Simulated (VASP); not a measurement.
# AlBN (P4/mmm) in VASP: notebook

One crystal, AlBN, is run at these levels: LDA; tasks: electric field gradients, core levels, phonons, elastic constants.

Everything below comes from runs of VASP 6.6.1. Logs are shortened: lines on timing, memory, paths and dates and some standing lists are left out, and cuts for length are marked.

## (1) The crystal as given

It takes space group P4/mmm (No. 123, tetragonal). The conventional cell has a = 2.646 Å, b = 2.646 Å, c = 5.403 Å, α = 90.00°, β = 90.00°, γ = 90.00°. Al (site symmetry 4/mmm) has 4 N at 1.87 Å as nearest neighbours. Around B (site symmetry 4/mmm) lie 4 B at 2.65 Å and 2 Al at 2.70 Å. Around N (site symmetry 4/mmm) lie 4 Al at 1.87 Å.

The cell was built by a generator and needn't be a form met in nature.

## (2) Electric field gradients, LDA

Contents of INCAR:

```
SYSTEM = AlBN
PREC = Accurate
ENCUT = 520
EDIFF = 1E-8
ISMEAR = 0
SIGMA = 0.02
LREAL = .False.
LASPH = .True.
NELM = 100
ALGO = Fast
ISIF = 2
LWAVE = .False.
LCHARG = .False.
LEFG = .True.
```

Contents of KPOINTS:

```
Automatic mesh
0
Gamma
  10 10 5
  0 0 0
```

Contents of POSCAR:

```
AlBN
1.0
    2.6456200000      0.0000000000      0.0000000000
    0.0000000000      2.6456200000      0.0000000000
    0.0000000000      0.0000000000      5.4026400000
Al B N
1 1 1
Direct
    0.5000000000      0.5000000000      0.0000000000
    0.5000000000      0.5000000000      0.5000000000
    0.0000000000      0.0000000000      0.0000000000
```

Potentials or basis: VASP PAW LDA potentials, release 64 (Al, B, N).

Run with:

```sh
> cat potpaw_LDA.64/Al/POTCAR potpaw_LDA.64/B/POTCAR potpaw_LDA.64/N/POTCAR > POTCAR
> mpirun -np 1 vasp_std > vasp.out
```

OUTCAR:

```text
SYSTEM = AlBN
   PREC = Accurate
   ENCUT = 520
   EDIFF = 1E-8
   ISMEAR = 0
   LREAL = .False.
   LASPH = .True.
   NELM = 100
   ISIF = 2

 ion  position               nearest neighbor table
   1  0.500  0.500  0.000-   3 1.87   3 1.87   3 1.87   3 1.87   2 2.70   2 2.70
   2  0.500  0.500  0.500-   1 2.70   1 2.70
   3  0.000  0.000  0.000-   1 1.87   1 1.87   1 1.87   1 1.87

  LATTYP: Found a simple tetragonal cell.
 ALAT       =     2.6456200000
 C/A-ratio  =     2.0421073321

  Lattice vectors:

 A1 = (   2.6456200000,   0.0000000000,   0.0000000000)
 A2 = (   0.0000000000,   2.6456200000,   0.0000000000)
 A3 = (   0.0000000000,   0.0000000000,   5.4026400000)

Analysis of symmetry for initial positions (statically):
=====================================================================
 Subroutine PRICEL returns:
 Original cell was already a primitive cell.

 Routine SETGRP: Setting up the symmetry group for a
 simple tetragonal supercell.

 Subroutine GETGRP returns: Found 16 space group operations
 (whereof 16 operations were pure point group operations)
 out of a pool of 16 trial point group operations.

The static configuration has the point symmetry D_4h.

Analysis of symmetry for dynamics (positions and initial velocities):
=====================================================================
 Subroutine PRICEL returns:
 Original cell was already a primitive cell.

 Routine SETGRP: Setting up the symmetry group for a
 simple tetragonal supercell.

 Subroutine GETGRP returns: Found 16 space group operations
 (whereof 16 operations were pure point group operations)
 out of a pool of 16 trial point group operations.

The dynamic configuration has the point symmetry D_4h.

 Subroutine INISYM returns: Found 16 space group operations
 (whereof 16 operations are pure point group operations),
 and found     1 'primitive' translations

----------------------------------------------------------------------------------------

                                     Primitive cell

  volume of cell :      37.8147

  direct lattice vectors                    reciprocal lattice vectors
     2.645620000  0.000000000  0.000000000     0.377983233  0.000000000  0.000000000
     0.000000000  2.645620000  0.000000000     0.000000000  0.377983233  0.000000000
     0.000000000  0.000000000  5.402640000     0.000000000  0.000000000  0.185094694

  length of vectors
     2.645620000  2.645620000  5.402640000     0.377983233  0.377983233  0.185094694

  position of ions in fractional coordinates (direct lattice)
     0.500000000  0.500000000  0.000000000
     0.500000000  0.500000000  0.500000000
     0.000000000  0.000000000  0.000000000

  ion indices of the primitive-cell ions
   primitive index   ion index
                 1           1
                 2           2
                 3           3

----------------------------------------------------------------------------------------

 KPOINTS: Automatic mesh

Automatic generation of k-mesh.
 Grid dimensions read from file:
 generate k-points for:   10   10    5

 Generating k-lattice:

  Cartesian coordinates                     Fractional coordinates (reciprocal lattice)
     0.037798323  0.000000000  0.000000000     0.100000000  0.000000000  0.000000000
     0.000000000  0.037798323  0.000000000     0.000000000  0.100000000  0.000000000
     0.000000000  0.000000000  0.037018939     0.000000000  0.000000000  0.200000000

  Length of vectors
     0.037798323  0.037798323  0.037018939

  Shift w.r.t. Gamma in fractional coordinates (k-lattice)
     0.000000000  0.000000000  0.000000000

 Subroutine IBZKPT returns following result:
 ===========================================

 Found     63 irreducible k-points:

 Following reciprocal coordinates:
            Coordinates               Weight
  0.000000  0.000000  0.000000      1.000000
  0.100000  0.000000  0.000000      4.000000
  0.200000  0.000000  0.000000      4.000000
  0.300000  0.000000  0.000000      4.000000
  0.400000  0.000000  0.000000      4.000000
  0.500000  0.000000  0.000000      2.000000
[... 16 lines left out ...]
  0.100000  0.000000  0.200000      8.000000
  0.200000  0.000000  0.200000      8.000000
 [... further k-points ...]
   k-points           NKPTS =     63   k-points in BZ     NKDIM =     63   number of bands    NBANDS=      9
   number of dos      NEDOS =    301   number of ions     NIONS =      3
   total plane-waves  NPLWV =  16000
   dimension x,y,z NGX =    20 NGY =   20 NGZ =   40
   dimension x,y,z NGXF=    40 NGYF=   40 NGZF=   80
   ions per type =               1   1   1
   NGX,Y,Z   is equivalent  to a cutoff of  12.57, 12.57, 12.31 a.u.
   NGXF,Y,Z  is equivalent  to a cutoff of  25.14, 25.14, 24.62 a.u.
 SYSTEM =  AlBN
   PREC   = accura    normal or accurate (medium, high low for compatibility)
   ISTART =      0    job   : 0-new  1-cont  2-samecut
   ICHARG =      2    charge: 1-file 2-atom 10-const
   ISPIN  =      1    spin polarized calculation?
   LNONCOLLINEAR =      F non collinear calculations
   LSORBIT =      F    spin-orbit coupling
   LASPH  =      T    aspherical Exc in radial PAW
   ENCUT  =  520.0 eV  38.22 Ry    6.18 a.u.   4.92  4.92 10.05*2*pi/ulx,y,z
   NELM   =    100;   NELMIN=  2; NELMDL= -5     # of ELM steps
   EDIFF  = 0.1E-07   stopping-criterion for ELM
   LREAL  =      F    real-space projection
   EDIFFG = 0.1E-06   stopping-criterion for IOM
   NSW    =      0    number of steps for IOM
   IBRION =     -1    ionic relax: 0-MD 1-quasi-New 2-CG
   NFREE  =      0    steps in history (QN), initial steepest desc. (CG)
   ISIF   =      2    stress and relaxation
   ISYM   =      2    0-nonsym 1-usesym 2-fastsym
   POTIM  = 0.5000    time-step for ionic-motion
   TEBEG  =    0.0;   TEEND  =   0.0 temperature during run
   PSTRESS=    0.0 pullay stress
   NELECT =      11.0000    total number of electrons
   NUPDOWN=      -1.0000    fix difference up-down
   EMIN   =  10.00;   EMAX   =-10.00  energy-range for DOS
   EFERMI =   0.00;   METHOD = LEGACY
   ISMEAR =     0;   SIGMA  =   0.02  broadening in eV -4-tet -1-fermi 0-gaus
   EFERMI_NEDOS =   21; number of points for ismear=-14 and -15
   IALGO  =     68    algorithm
   IMIX   =      4    mixing-type and parameters
     AMIX     =   0.40;   BMIX     =  1.00
     AMIX_MAG =   1.60;   BMIX_MAG =  1.00
  volume/ion in A,a.u.               =      12.60        85.06
  Fermi-wavevector in a.u.,A,eV,Ry     =   1.084723  2.049829 16.008933  1.176623
  Thomas-Fermi vector in A             =   2.220820
   LORBIT       =      0    0 simple, 1 ext, 2 COOP (PROOUT), +10 PAW based schemes
   GGA     = CA    functional components
   LHFCALC =     F    Hartree Fock is set to
   AEXX    =    0.0000 exact exchange contribution
   IVDW    =     0    specifies the selected vdW correction
   LEPSILON=     F    determine dielectric tensor
   LRPA    =     F    only Hartree local field effects (RPA)
 non-spin polarized calculation
 RMM-DIIS sequential band-by-band and
 Gauss-broadening in eV      SIGMA  =   0.02
  energy-cutoff  :      520.00
  volume of cell :       37.81
 maximum number of plane-waves:      1029
 NGX is ok and might be reduce to    20
   NGX =  9   NGY =  9   NGZ = 21

 number of electron      11.0000002 magnetization

 Free energy of the ion-electron system (eV)
  ---------------------------------------------------
  ext. energy  EPLUGINS =         0.00000000
  ---------------------------------------------------
  free energy    TOTEN  =       -18.11044861 eV

  energy without entropy =      -18.11016605  energy(sigma->0) =      -18.11030733

 E-fermi :   4.0986     XC(G=0): -10.2402

 val. band max:        4.0982877387   @ k =   0.5000   0.4000   0.2000
 cond. band min:       4.1283988026   @ k =   0.4000   0.3000   0.2000
 fundamental gap:      0.0301110639
 Fermi energy:         4.0986308642

 k-point     1 :       0.0000    0.0000    0.0000
  band No.  band energies     occupation
      1     -11.9804      2.00000
      2      -3.5280      2.00000
      3      -1.4223      2.00000
      4       2.9590      2.00000
      5       2.9590      2.00000
      6       5.5498      0.00000
      7       9.1545      0.00000
      8       9.7726      0.00000
      9      12.5513      0.00000

 k-point     2 :       0.1000    0.0000    0.0000
  band No.  band energies     occupation
      1     -11.8339      2.00000
      2      -3.3734      2.00000
      3      -1.2490      2.00000
      4       2.1224      2.00000
      5       2.9943      2.00000
      6       5.5478      0.00000
      7       8.8450      0.00000
      8       9.5806      0.00000
      9      13.2386      0.00000

 k-point     3 :       0.2000    0.0000    0.0000
  band No.  band energies     occupation
      1     -11.4122      2.00000
      2      -2.9403      2.00000
      3      -0.7365      2.00000
      4       0.3968      2.00000
      5       3.0889      2.00000
      6       5.4560      0.00000
      7       6.9971      0.00000
      8      10.0862      0.00000
      9      10.2610      0.00000

 k-point     4 :       0.3000    0.0000    0.0000
  band No.  band energies     occupation
      1     -10.7836      2.00000
      2      -2.5613      2.00000
      3      -1.0382      2.00000
      4       0.0859      2.00000
      5       3.2108      2.00000
      6       4.9182      0.00000
      7       5.0392      0.00000
      8      10.3909      0.00000
      9      11.1467      0.00000
[... 205 lines left out ...]
 k-point    22 :       0.0000    0.0000    0.2000
  band No.  band energies     occupation
      1     -11.9713      2.00000
      2      -3.9027      2.00000
      3      -0.6655      2.00000
      4       2.9618      2.00000
      5       2.9618      2.00000
      6       4.5980      0.00000
      7       9.7489      0.00000
      8       9.9975      0.00000
      9      12.5736      0.00000

 k-point    23 :       0.1000    0.0000    0.2000
  band No.  band energies     occupation
      1     -11.8250      2.00000
      2      -3.7358      2.00000
      3      -0.5189      2.00000
      4       2.1153      2.00000
      5       2.9969      2.00000
      6       4.7163      0.00000
      7       8.8191      0.00000
      8      10.3056      0.00000
      9      13.2468      0.00000

 k-point    24 :       0.2000    0.0000    0.2000
  band No.  band energies     occupation
      1     -11.4041      2.00000
      2      -3.2507      2.00000
      3      -0.2633      2.00000
      4       0.5778      2.00000
      5       3.0909      2.00000
      6       4.8512      0.00000
      7       6.9344      0.00000
      8      10.0704      0.00000
      9      10.6953      0.00000

 [... further k-points ...]

------------------------ aborting loop because EDIFF is reached ----------------------------------------

  FORCE on cell =-STRESS in cart. coord.  units (eV):
  Direction    XX          YY          ZZ          XY          YZ          ZX
  --------------------------------------------------------------------------------------
  -------------------------------------------------------------------------------------
  Total       -1.6774250     -1.6774250     -0.6501931      0.0000000      0.0000000      0.0000000
  in kB      -71.0710519    -71.0710519    -27.5481208      0.0000000      0.0000000      0.0000000
  external PRESSURE =     -56.5634082 kB  Pullay stress =       0.0000000 kB

 VOLUME and BASIS-vectors are now :
 -----------------------------------------------------------------------------
  energy-cutoff  :      520.00
  volume of cell :       37.81
      direct lattice vectors                 reciprocal lattice vectors
     2.645620000  0.000000000  0.000000000     0.377983233  0.000000000  0.000000000
     0.000000000  2.645620000  0.000000000     0.000000000  0.377983233  0.000000000
     0.000000000  0.000000000  5.402640000     0.000000000  0.000000000  0.185094694

 POSITION                                       TOTAL-FORCE (eV/Angst)
 -----------------------------------------------------------------------------------
      1.32281      1.32281      0.00000         0.000000      0.000000      0.000000
      1.32281      1.32281      2.70132         0.000000      0.000000      0.000000
      0.00000      0.00000      0.00000         0.000000      0.000000      0.000000
 -----------------------------------------------------------------------------------
    total drift:                               -0.000000      0.000000     -0.000000

  FREE ENERGIE OF THE ION-ELECTRON SYSTEM (eV)
  ---------------------------------------------------
  free  energy   TOTEN  =       -18.1104486115 eV

  energy  without entropy=      -18.1101660548  energy(sigma->0) =      -18.11030733

 Electric field gradients (V/A^2)
---------------------------------------------------------------------
 ion       V_xx      V_yy      V_zz      V_xy      V_xz      V_yz
---------------------------------------------------------------------
   1     -38.433   -38.433    76.867     0.000    -0.000     0.000
   2      -1.424    -1.424     2.848     0.000    -0.000     0.000
   3     -25.387   -25.387    50.773     0.000     0.000     0.000
---------------------------------------------------------------------

 Electric field gradients after diagonalization (V/A^2)
 (convention: |V_zz| > |V_xx| > |V_yy|)
----------------------------------------------------------------------
 ion       V_xx      V_yy      V_zz     asymmetry (V_yy - V_xx)/ V_zz
----------------------------------------------------------------------
   1     -38.433   -38.433    76.867       0.000
   2      -1.424    -1.424     2.848       0.000
   3     -25.387   -25.387    50.773       0.000
----------------------------------------------------------------------

           NMR quadrupolar parameters

 Cq : quadrupolar parameter    Cq=e*Q*V_zz/h
 eta: asymmetry parameters     (V_yy - V_xx)/ V_zz
 Q  : nuclear electric quadrupole moment in mb (millibarn)
----------------------------------------------------------------------
 ion       Cq(MHz)       eta       Q (mb)
----------------------------------------------------------------------
   1       0.186       0.000       1.000
   2       0.007       0.000       1.000
   3       0.123       0.000       1.000
----------------------------------------------------------------------
```

Wall time 10 s (1 thread of Intel Xeon 6975P-C (Granite Rapids), shared host); peak memory 0.14 GiB.

Results:

| Item | Value |
| --- | --- |
| Free energy | -18.1104 eV |
| Pressure | -5.7 GPa |
| Band gap on the k mesh | none (metal or under the smearing width) |

Electric field gradients, principal values (V/Å²):
| atom | Vxx | Vyy | Vzz |
| --- | --- | --- | --- |
| 1 Al | -38.433 | -38.433 | 76.867 |
| 2 B | -1.424 | -1.424 | 2.848 |
| 3 N | -25.387 | -25.387 | 50.773 |

(Continued in part 2 of 3.)
